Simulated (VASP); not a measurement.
The input files of a VASP run:

**KPOINTS**
```
Automatic mesh
0
Gamma
9 9 9
0 0 0
```

**INCAR**
```
ALGO  =  Normal
EDIFF  =  1E-6
ENCUT  =  520
GGA  =  PE
GGA_COMPAT  =  .FALSE.
ISIF  =  2
ISMEAR  =  0
LASPH  =  .TRUE.
LCHARG  =  .FALSE.
LREAL  =  .FALSE.
LSORBIT  =  .TRUE.
LWAVE  =  .FALSE.
MAGMOM  =  6*0
NELM  =  100
PREC  =  Accurate
SIGMA  =  0.05
SYSTEM  =  NaF
```

POSCAR:
```
NaF
1.0
  0.0000000000   2.3424280000   2.3034220000
  2.2921480000   0.0000000000   2.3034220000
  2.2921480000   2.3424280000   0.0000000000
Na F
1 1
Cart
  0.0000000000   0.0000000000   0.0000000000
  2.3583177285   2.3424280000   2.3034220000
```

POTCAR, in this order: Na_pv F (PBE.64 set). Program: vasp_ncl.

Problem. Translate this PBE+SOC calculation to Quantum ESPRESSO's pw.x.

Solution. One equivalent input (not run):
```
&CONTROL
  calculation = 'scf'
  pseudo_dir = './pseudo'
  outdir = './out'
  tprnfor = .true.
  tstress = .true.
/
&SYSTEM
  ibrav = 0
  nat = 2
  ntyp = 2
  ecutwfc = 88
  occupations = 'smearing'
  smearing = 'gaussian'
  degauss = 0.003675
  input_dft = 'pbe'
  noncolin = .true.
  lspinorb = .true.
/
&ELECTRONS
  conv_thr = 7.3e-08
  electron_maxstep = 100
/
ATOMIC_SPECIES
  Na 22.990 Na.upf
  F 18.998 F.upf
CELL_PARAMETERS angstrom
     0.0000000    2.3424280    2.3034220
     2.2921480    0.0000000    2.3034220
     2.2921480    2.3424280    0.0000000
ATOMIC_POSITIONS crystal
  Na   0.0000000  0.0000000  0.0000000
  F    0.4855660  0.5144340  0.5144340
K_POINTS automatic
  9 9 9 0 0 0
```
Limits of the translation: the potentials are each code's own (VASP's PAW set, PseudoDojo norm-conserving files, fully relativistic, in pw.x), so ENCUT and ecutwfc are chosen apart and not converted; conv_thr bounds pw.x's estimated SCF error, while EDIFF bounds the energy change between steps.

The compound is NaF in the rock salt structure. The cell was not relaxed at this level, atoms are displaced from their ideal sites. The run is one of a series of settings (GGA_COMPAT = .FALSE., LSORBIT = .TRUE., MAGMOM = 0 0 0 0 0 0, program vasp_ncl against the base run), some of them coarse on purpose.
